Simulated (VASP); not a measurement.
**SbMo2N with PBE: from relaxation to properties**

Wanted: the relaxed cell of SbMo2N and its properties. The steps: full relaxation (PBE), second relaxation, density, ELF and potential (PBE), bands along the symmetry lines (PBE), density of states (PBE), zone-centre phonons (PBE), core levels (PBE), independent-particle dielectric function (PBE) and self-consistent run (PBE) with a changed input. The cell is invented: it takes the structure of COD entry 1539074, MoP (space group 187 there), with some of its atoms replaced by other elements, volume scaled by an estimate. It may not be a known or stable phase.

Program: VASP 6.6.1. Level of theory: PBE, no spin polarisation; plane waves and PAW (Sb, Mo_sv, N); invented cell. Results are calculated unless marked as measured.

## Step 1: Set-up

Before any relaxation, the start is as follows. It takes space group P-6m2 (No. 187, hexagonal). The conventional cell has a = 3.180 Å, b = 3.180 Å, c = 6.296 Å, α = 90.00°, β = 90.00°, γ = 120.00°. Sb has 6 Mo at 2.42 Å nearest. Nearest to Mo lie 3 N at 2.42 Å and 3 Sb at 2.42 Å. Nearest to N lie 6 Mo at 2.42 Å. It derives from MoP. It takes the structure of COD entry 1539074, MoP (space group 187 there), with some of its atoms replaced by other elements, volume scaled by an estimate. Farther neighbours and most contacts between anions are not listed.

## Step 2: Full relaxation (PBE)

The start need not lie at this functional's minimum. ISIF = 3 frees volume, shape and positions, and EDIFFG sets the threshold on forces and stress at which the search stops. PBE, the usual starting point, adds the gradient of the density.

File INCAR:

```
SYSTEM = SbMo2N
PREC = Accurate
ENCUT = 520
EDIFF = 1E-06
NELM = 100
ISMEAR = -1
SIGMA = 0.05
LREAL = .FALSE.
ALGO = Normal
GGA = PE
NBANDS = 25
LORBIT = 11
LWAVE = .FALSE.
LCHARG = .FALSE.
KPAR = 2
IBRION = 2
NSW = 60
ISIF = 3
EDIFFG = -0.01
```

File POSCAR:

```
SbMo2N
1.0
    3.1795960000      0.0000000000      0.0000000000
   -1.5897980000      2.7536110000      0.0000000000
    0.0000000000      0.0000000000      6.2960540000
Sb Mo N
1 2 1
Direct
    0.3333333300      0.6666666700      0.0000000000
    0.0000000000      0.0000000000      0.2500000000
    0.0000000000      0.0000000000      0.7500000000
    0.3333333300      0.6666666700      0.5000000000
```

File KPOINTS:

```
Automatic mesh
0
Gamma
8 8 4
0 0 0
```

Potentials, in the order of the species: Sb, Mo_sv and N (PBE family, release 64).

Launch:

```
$ mpirun -np 2 vasp_std
```

The program printed:

```text
[banner, memory and clock lines left out]
running    2 mpi-ranks, on    1 nodes
 distrk:  each k-point on    1 cores,    2 groups
 distr:  one band on    1 cores,    1 groups

 POSCAR found type information on POSCAR SbMoN
 POSCAR found :  3 types and       4 ions
 LDA part: xc-table for (Slater+PW92), standard interpolation
 POSCAR, INCAR and KPOINTS ok, starting setup
 FFT: planning ... GRIDC
 FFT: planning ... GRID_SOFT
 FFT: planning ... GRID
 WAVECAR not read
 entering main loop
       N       E                     dE             d eps       ncg     rms          rms(c)
DAV:   1     0.391770650210E+03    0.39177E+03   -0.22394E+04  1508   0.151E+03
DAV:   2    -0.175363489788E+02   -0.40931E+03   -0.40195E+03  1832   0.440E+02
DAV:   3    -0.319087728874E+02   -0.14372E+02   -0.14124E+02  1799   0.839E+01
DAV:   4    -0.321270180841E+02   -0.21825E+00   -0.21740E+00  1690   0.111E+01
DAV:   5    -0.321305815756E+02   -0.35635E-02   -0.35549E-02  1781   0.138E+00    0.290E+01
DAV:   6    -0.305198992380E+02    0.16107E+01   -0.19581E+01  1722   0.283E+01    0.106E+01
DAV:   7    -0.296932936141E+02    0.82661E+00   -0.10811E+01  1917   0.157E+01    0.766E+00
DAV:   8    -0.293790416122E+02    0.31425E+00   -0.88207E-01  1786   0.625E+00    0.300E+00
DAV:   9    -0.293823711780E+02   -0.33296E-02   -0.12697E-01  1776   0.211E+00    0.707E-01
DAV:  10    -0.293790653203E+02    0.33059E-02   -0.10223E-02  1730   0.725E-01    0.168E-01
DAV:  11    -0.293791484286E+02   -0.83108E-04   -0.14919E-03  1611   0.230E-01    0.792E-02
DAV:  12    -0.293791174705E+02    0.30958E-04   -0.10862E-04  1865   0.784E-02    0.208E-02
DAV:  13    -0.293791136383E+02    0.38321E-05   -0.38615E-05  1665   0.349E-02    0.866E-03
DAV:  14    -0.293791129521E+02    0.68620E-06   -0.83408E-06  1557   0.167E-02
   1 F= -.29379113E+02 E0= -.29369935E+02  d E =-.293791E+02
 curvature:   0.00 expect dE= 0.000E+00 dE for cont linesearch  0.000E+00
 trial: gam= 0.00000 g(F)=  0.102E+02 g(S)=  0.732E+01 ort = 0.000E+00 (trialstep = 0.100E+01)
 search vector abs. value=  0.175E+02
 bond charge predicted
       N       E                     dE             d eps       ncg     rms          rms(c)
DAV:   1    -0.348059536098E+02   -0.54268E+01   -0.36926E+03  1664   0.514E+02    0.496E+01
DAV:   2    -0.440738359922E+02   -0.92679E+01   -0.58775E+02  1561   0.150E+02    0.318E+01
DAV:   3    -0.332139303245E+02    0.10860E+02   -0.41507E+01  1937   0.433E+01    0.216E+01
DAV:   4    -0.308442704272E+02    0.23697E+01   -0.12865E+01  1966   0.276E+01    0.150E+01
DAV:   5    -0.295518648232E+02    0.12924E+01   -0.46192E+00  1953   0.165E+01    0.582E+00
DAV:   6    -0.295526469732E+02   -0.78215E-03   -0.41562E-01  1677   0.593E+00    0.132E+00
DAV:   7    -0.295585784438E+02   -0.59315E-02   -0.58015E-02  1990   0.147E+00    0.494E-01
DAV:   8    -0.295584848948E+02    0.93549E-04   -0.63826E-03  2029   0.464E-01    0.174E-01
DAV:   9    -0.295585137971E+02   -0.28902E-04   -0.75120E-04  2111   0.156E-01    0.661E-02
DAV:  10    -0.295585384580E+02   -0.24661E-04   -0.10254E-04  1745   0.809E-02    0.188E-02
DAV:  11    -0.295585327606E+02    0.56974E-05   -0.22540E-05  2097   0.305E-02    0.476E-03
DAV:  12    -0.295585327448E+02    0.15835E-07   -0.11442E-06  1137   0.642E-03
   2 F= -.29558533E+02 E0= -.29540400E+02  d E =-.179420E+00
[... from here on, the cycles between the ionic steps are left out ...]
   3 F= -.32515487E+02 E0= -.32497172E+02  d E =-.313637E+01
   4 F= -.32572626E+02 E0= -.32555153E+02  d E =-.319351E+01
   5 F= -.32584455E+02 E0= -.32567901E+02  d E =-.320534E+01
   6 F= -.33568342E+02 E0= -.33560487E+02  d E =-.983888E+00
   7 F= -.33624666E+02 E0= -.33616258E+02  d E =-.104021E+01
   8 F= -.33758012E+02 E0= -.33751068E+02  d E =-.133345E+00
   9 F= -.33764037E+02 E0= -.33757219E+02  d E =-.139371E+00
  10 F= -.33773411E+02 E0= -.33766039E+02  d E =-.937400E-02
  11 F= -.33774198E+02 E0= -.33767080E+02  d E =-.101611E-01
  12 F= -.33774206E+02 E0= -.33766923E+02  d E =-.748225E-05
  13 F= -.33775344E+02 E0= -.33768152E+02  d E =-.114545E-02
  14 F= -.33775344E+02 E0= -.33768154E+02  d E =-.114573E-02
  15 F= -.33775045E+02 E0= -.33767893E+02  d E =-.846331E-03
  16 F= -.33775342E+02 E0= -.33768154E+02  d E =-.114395E-02
 curvature:  -0.00 expect dE=-0.802E-08 dE for cont linesearch -0.116E-08
 ZBRENT: accuracy reached
 trial: gam=-0.03906 g(F)=  0.122E-04 g(S)=  0.291E-04 ort = 0.205E-03 (trialstep = 0.692E+00)
 search vector abs. value=  0.359E-04
 bond charge predicted
       N       E                     dE             d eps       ncg     rms          rms(c)
DAV:   1    -0.337753708008E+02   -0.28470E-04   -0.45884E-03  1505   0.633E-01    0.385E-02
DAV:   2    -0.337753596727E+02    0.11128E-04   -0.14678E-04  1602   0.994E-02    0.142E-02
DAV:   3    -0.337753553733E+02    0.42994E-05   -0.14817E-05  1866   0.231E-02    0.325E-03
DAV:   4    -0.337753553149E+02    0.58341E-07   -0.10118E-06   962   0.617E-03
  17 F= -.33775355E+02 E0= -.33768182E+02  d E =-.131495E-04
 trial-energy change:   -0.000013  1 .order   -0.000014   -0.000023   -0.000005
 step:   0.8959(harm=  0.8959)  dis= 0.00067  next Energy=   -33.775357 (dE=-0.149E-04)
 reached required accuracy - stopping structural energy minimisation
```

The job ended after 2.2 min (2 MPI ranks of AMD EPYC 9R14 (Zen 4), shared host; peak memory 0.37 GiB; 4.4 min of CPU time).

The logs omit lines about the potential files and the build; timing stands in the text.

From OUTCAR (step 2):

```text
ion  position               nearest neighbor table
   1  0.333  0.667  0.000-   2 2.42   3 2.42   2 2.42   3 2.42   2 2.42   3 2.42
   2  0.000  0.000  0.250-   1 2.42   4 2.42   1 2.42   4 2.42   1 2.42   4 2.42   3 3.15   3 3.15

  LATTYP: Found a hexagonal cell.
 ALAT       =     3.1795960000
 C/A-ratio  =     1.9801427603

 Subroutine GETGRP returns: Found 12 space group operations
 (whereof 12 operations were pure point group operations)

The static configuration has the point symmetry D_3h.

 Found     30 irreducible k-points:

   k-points           NKPTS =     30   k-points in BZ     NKDIM =     30   number of bands    NBANDS=     25

   dimension x,y,z NGX =    24 NGY =   24 NGZ =   48
   dimension x,y,z NGXF=    48 NGYF=   48 NGZF=   96

   ENCUT  =  520.0 eV  38.22 Ry    6.18 a.u.   5.91  5.91 11.71*2*pi/ulx,y,z

   NELECT =      38.0000    total number of electrons

 k-points in reciprocal lattice and weights: Automatic mesh
   0.00000000  0.00000000  0.00000000       0.004
   0.12500000 -0.00000000  0.00000000       0.023
   0.25000000 -0.00000000  0.00000000       0.023
   0.37500000  0.00000000  0.00000000       0.023
   0.50000000 -0.00000000  0.00000000       0.012
   0.12500000  0.12500000  0.00000000       0.023
   0.25000000  0.12500000  0.00000000       0.047
   0.37500000  0.12500000  0.00000000       0.047
   0.25000000  0.25000000  0.00000000       0.023
[...]
0.25000000  0.25000000  0.50000000       0.023
   0.37500000  0.25000000  0.50000000       0.023

 average (electrostatic) potential at core
       1 -80.8846       2 -69.9419       3 -69.9419       4 -57.8606

 E-fermi :  12.2055

 k-point     1 :       0.0000    0.0000    0.0000
  band No.  band energies     occupation
    ...
     15       8.4659      2.00000
     16      10.9179      2.00000
     17      10.9179      2.00000
     18      11.1487      2.00000
     19      11.1487      2.00000
     20      13.2486      0.00000
     21      13.2486      0.00000
     22      13.3609      0.00000
     23      14.4549      0.00000
     24      14.9083      0.00000
    ...

 k-point     2 :       0.1250   -0.0000    0.0000
  band No.  band energies     occupation
    ...
     15       8.6329      2.00000
     16      10.4953      2.00000
     17      10.7756      2.00000
     18      10.9134      2.00000
     19      11.4848      2.00000
     20      12.7365      0.00005
     21      13.1692      0.00000
     22      14.4066      0.00000
     23      14.4195      0.00000
     24      15.1129      0.00000
    ...

 k-point     3 :       0.2500   -0.0000    0.0000
  band No.  band energies     occupation
    ...
     14       8.1110      2.00000
     15       8.6689      2.00000
     16       9.6047      2.00000
     17      10.4807      2.00000
     18      11.1809      2.00000
     19      12.3843      0.05441
     20      12.5915      0.00089
     21      13.0051      0.00000
     22      13.4039      0.00000
     23      14.5368      0.00000
    ...

  Total       -0.0204956     -0.0204956      0.0097739      0.0000000      0.0000000      0.0000000
  in kB       -0.5656922     -0.5656922      0.2697666      0.0000000      0.0000000      0.0000000
  external PRESSURE =      -0.2872060 kB  Pullay stress =       0.0000000 kB

  energy-cutoff  :      520.00
  volume of cell :       58.05
      direct lattice vectors                 reciprocal lattice vectors
     3.113583760  0.000000000  0.000000000     0.321173309  0.185429491  0.000000000
    -1.556791880  2.696442716 -0.000000000    -0.000000000  0.370858982  0.000000000
    -0.000000000 -0.000000000  6.914150310    -0.000000000 -0.000000000  0.144630932

 POSITION                                       TOTAL-FORCE (eV/Angst)
 -----------------------------------------------------------------------------------
     -0.00000      1.79763      6.91415        -0.000000     -0.000000     -0.000000
     -0.00000     -0.00000      2.15137         0.000000      0.000000     -0.001970
     -0.00000     -0.00000      4.76278        -0.000000     -0.000000      0.001970
     -0.00000      1.79763      3.45708         0.000000     -0.000000      0.000000
 -----------------------------------------------------------------------------------
    total drift:                                0.000010     -0.000006     -0.000000

  FREE ENERGIE OF THE ION-ELECTRON SYSTEM (eV)
  ---------------------------------------------------
  free  energy   TOTEN  =       -33.7753553149 eV

  energy  without entropy=      -33.7610085617  energy(sigma->0) =      -33.76818194

 reached required accuracy - stopping structural energy minimisation

 total charge
# of ion       s       p       d       tot
------------------------------------------
    1        1.103   1.355   0.104   2.562
    2        2.256   6.172   3.970  12.399
    3        2.256   6.172   3.970  12.399
    4        1.244   2.389   0.000   3.633
--------------------------------------------------
tot          6.859  16.089   8.044  30.992

[... 3 further parts left out ...]
```

CONTCAR:

```
SbMo2N
   1.00000000000000
     3.1135837603799459    0.0000000000000000    0.0000000000000000
    -1.5567918801899729    2.6964427163001354   -0.0000000000000000
    -0.0000000000000000   -0.0000000000000000    6.9141503103723920
  Sb              Mo              N
     1     2     1
Direct
     0.3333333300000021    0.6666666699999979    1.0000000000000000
     0.0000000000000000    0.0000000000000000    0.3111545609754960
     0.0000000000000000    0.0000000000000000    0.6888454390245040
     0.3333333300000021    0.6666666699999979    0.5000000000000000
```

This run has no spin polarisation, although Mo can carry a moment. The k-mesh is coarse for a metal. LASPH is off, so gradient terms of the non-spherical density inside the spheres are left out; for open d or f shells this can shift gaps and moments. The run keeps the 12 symmetry operations of its start, so it cannot find a distortion of lower symmetry.

Step by step:

```csv
step,energy less that of the first step (eV),largest force (eV/Å),pressure (GPa),volume (Å³)
1,0.0000,10.2625,40.73,55.12
2,-0.1794,2.0051,-32.26,87.98
3,-3.1364,2.4274,-21.27,67.52
4,-3.1935,2.7746,-18.35,66.13
5,-3.2053,3.1354,-15.31,64.90
6,-4.1892,0.9744,10.67,56.45
7,-4.2456,0.1758,3.77,57.80
8,-4.3789,0.6058,-0.27,58.37
9,-4.3849,0.5063,0.20,58.28
10,-4.3943,0.1234,-1.43,58.38
11,-4.3951,0.0095,-1.11,58.36
12,-4.3951,0.0348,1.11,57.72
13,-4.3962,0.0116,-0.01,58.04
14,-4.3962,0.0110,0.01,58.05
15,-4.3959,0.0004,-0.57,58.20
16,-4.3962,0.0112,-0.05,58.05
17,-4.3962,0.0020,-0.03,58.05
```

```csv
"conventional cell, symmetrised",before,after,change
a (Å),3.180,3.114,-2.1 %
b (Å),3.180,3.114,-2.1 %
c (Å),6.296,6.914,+9.8 %
volume (Å³/atom),13.78,14.51,+5.3 %
```

The atoms that moved most (Å, as changes of fractional coordinates times the final cell):

```csv
atom,dx,dy,dz,length
Mo2,0.000,0.000,0.423,0.423
Mo3,0.000,0.000,-0.423,0.423
```

The relaxed structure:

```cif
data_structure
_symmetry_space_group_name_H-M 'P 1'
_symmetry_Int_Tables_number 1
_cell_length_a 3.1136
_cell_length_b 3.1136
_cell_length_c 6.9142
_cell_angle_alpha 90.000
_cell_angle_beta 90.000
_cell_angle_gamma 120.000
_cell_volume 58.05
loop_
_atom_site_label
_atom_site_type_symbol
_atom_site_fract_x
_atom_site_fract_y
_atom_site_fract_z
_atom_site_occupancy
Sb1 Sb 0.33333 0.66667 0.00000 1
Mo2 Mo 0.00000 0.00000 0.31115 1
Mo3 Mo 0.00000 0.00000 0.68885 1
N4 N 0.33333 0.66667 0.50000 1
```

Numbers from this step:

```
electrons                              : 38
bands                                  : 25
irreducible k points                   : 30
symmetry operations                    : 12
free energy (TOTEN)                    : -33.78 eV
energy at zero smearing                : -33.77 eV
Fermi energy                           : 12.21 eV
pressure                               : -0.02872 GPa
metallic, judged on the points sampled : yes
SCF cycles over all ionic steps        : 143
```

It ends with a largest force of 0.002 eV/Å and a pressure of -0.03 GPa.

(Continued in part 2 of 6.)

[Lines on the potential files, build, host, timing and source positions are cut from VASP's logs without a mark.]

[Logs are printed without paths, hosts, clocks, repeated set-up lines and the standing remarks that a program may print on its own settings, such as how far it seeks lower states.]

[Hosts, paths, dates, database ids (printed as entryN), source tags and the programs' standing remarks are cut or masked in the printed files.]

[A measured line is paired with the nearest computed mode of its activity, which favours agreement.]

[In band tables of VASP the shares of atoms and orbitals are scaled to a sum of 1 inside the atoms' spheres.]
